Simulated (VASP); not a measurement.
Consider the following.

```yaml
crystal:
  lattice:
    - [0.00000, 2.15565, 2.15565]
    - [2.15565, 0.00000, 2.15565]
    - [2.15565, 2.15565, 0.00000]
  atoms:
    - { symbol: Ag, position: [0.00000, 0.00000, 0.00000] }
```

Level of theory: vdW-DF2, VASP's PBE PAW potentials (set 64) (plane waves; VASP). Numerical set-up: 520 eV cut-off, Gaussian smearing of 0.050 eV, potentials Ag.

Task: Give the energies of bands 1 to 7 at the high-symmetry points, in eV from the Fermi level.

Result: 
```json
[
 {"band": "1", "Γ": "-6.71", "X": "-5.68", "U": "-5.38", "L": "-5.67", "W": "-5.10"},
 {"band": "2", "Γ": "-4.52", "X": "-5.61", "U": "-5.02", "L": "-4.54", "W": "-4.66"},
 {"band": "3", "Γ": "-4.52", "X": "-3.19", "U": "-3.91", "L": "-4.54", "W": "-4.66"},
 {"band": "4", "Γ": "-4.52", "X": "-3.00", "U": "-3.58", "L": "-3.15", "W": "-3.73"},
 {"band": "5", "Γ": "-3.76", "X": "-3.00", "U": "-3.21", "L": "-3.15", "W": "-3.00"},
 {"band": "6", "Γ": "-3.76", "X": "1.75", "U": "3.88", "L": "0.10", "W": "5.34"},
 {"band": "7", "Γ": "15.88", "X": "5.36", "U": "4.45", "L": "2.55", "W": "5.34"}
]
```

It has no gap at this level: it comes out as a metal or semimetal.

The compound is Ag in the fcc structure. It was relaxed first, which changed the volume by +17 %.
